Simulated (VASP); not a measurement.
Data:

```xyz
2
Lattice="1.4697 -2.5457 0.0000 1.4697 2.5457 0.0000 0.0000 0.0000 2.8626" Properties=species:S:1:pos:R:3 pbc="T T T"
W      0.0000     0.0000     0.0000
C      1.4697     0.8486     1.4313
```

Calculation: PBE GGA, VASP's PBE PAW potentials (set 64) (plane waves; VASP). Numerical set-up: 600 eV cut-off, 14×14×12 Γ-centred mesh, first-order Methfessel-Paxton smearing of 0.10 eV, potentials W_sv C.

Q: Give the stress tensor in GPa (positive for a compressed cell).

A: 
```
-5.49   0.00   0.00
 0.00  -5.49   0.00
 0.00   0.00  -5.61
```
The pressure is its mean diagonal, -5.53 GPa.

The compound is WC in the wc structure. This cell was strained or had an atom moved on purpose.
